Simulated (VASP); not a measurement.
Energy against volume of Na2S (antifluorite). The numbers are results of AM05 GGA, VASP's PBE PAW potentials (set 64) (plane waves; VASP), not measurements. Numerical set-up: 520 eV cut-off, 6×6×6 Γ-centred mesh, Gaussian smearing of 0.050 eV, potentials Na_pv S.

```csv
V (Å³/atom),E (eV/atom)
22.682,-3.29319
23.384,-3.29550
24.085,-3.29414
24.787,-3.28964
```

Q: Fit these four points and predict the energy of the run at 21.981 Å³/atom.

A: A cubic in V^(−2/3), the third-order Birch-Murnaghan form, passes through the four points with V0 = 23.46 Å³/atom and B0 = 28 GPa, and gives -3.2866 eV/atom there. The run gave -3.2866 eV/atom, +0.0 meV/atom from the fit; all five points give B0 = 28 GPa.

The compound is Na2S in the antifluorite structure. It was relaxed first.
